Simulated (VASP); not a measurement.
Computed with PBE GGA, VASP's PBE PAW potentials (set 64) (plane waves; VASP 6.6.1).

VASP input:

**INCAR**
```
LREAL  =  .FALSE.   ! projection in real space or not
IMIX  =  4
LWAVE  =  .FALSE.
LCHARG  =  .FALSE.
BMIX  =  1.0
ALGO  =  Normal   ! blocked Davidson
SYSTEM  =  MgO
ISMEAR  =  0
GGA  =  PE   ! PBE
PREC  =  Accurate
EDIFF  =  1E-6   ! SCF stop (eV)
ENCUT  =  520   ! plane-wave cut-off (eV)
AMIX  =  0.2
LASPH  =  .TRUE.
ISIF  =  2
NELM  =  100   ! most electronic steps
SIGMA  =  0.05   ! width (eV)
```

File POSCAR:
```
MgO
1
    0.0000000000     2.1471000000     2.1471000000
    2.1471000000     0.0000000000     2.1471000000
    2.1471000000     2.1471000000     0.0000000000
Mg O
1 1
Direct
  0.0000000000   0.0000000000   0.0000000000
  0.5000000000   0.5000000000   0.5000000000
```

KPOINTS:
```
Automatic mesh
0
Gamma
10 10 10
0 0 0
```

POTCAR, in this order: Mg O (PBE.64 set). Program: vasp_std.

Question: What does the run give for the energy per atom (σ→0), pressure, band gap (on the k-mesh)?

Answer: 
```json
{
  "energy per atom (σ→0)": "-5.951 eV/atom",
  "band gap (on the k-mesh)": "4.18 eV",
  "pressure": "-4.77 GPa"
}
```

OSZICAR:
```
...
DAV:   6    -0.122793136023E+02    0.11797E+01   -0.26096E+00   752   0.112E+01    0.349E+00
DAV:   7    -0.119156469657E+02    0.36367E+00   -0.23387E+00   752   0.103E+01    0.179E+00
DAV:   8    -0.119055361663E+02    0.10111E-01   -0.61983E-02   824   0.290E+00    0.371E-01
DAV:   9    -0.119025711875E+02    0.29650E-02   -0.26617E-02   832   0.108E+00    0.114E-01
DAV:  10    -0.119028410241E+02   -0.26984E-03   -0.95119E-04   856   0.353E-01    0.105E-01
DAV:  11    -0.119027770653E+02    0.63959E-04   -0.57797E-04   808   0.227E-01    0.407E-03
DAV:  12    -0.119027778935E+02   -0.82827E-06   -0.52070E-06   888   0.251E-02
   1 F= -.11902778E+02 E0= -.11902778E+02  d E =-.507129E-21
```

The compound is MgO in the rock salt structure. The cell was not relaxed at this level. The run is one of a series of settings (AMIX = 0.2, BMIX = 1.0, IMIX = 4 against the base run), some of them coarse on purpose.
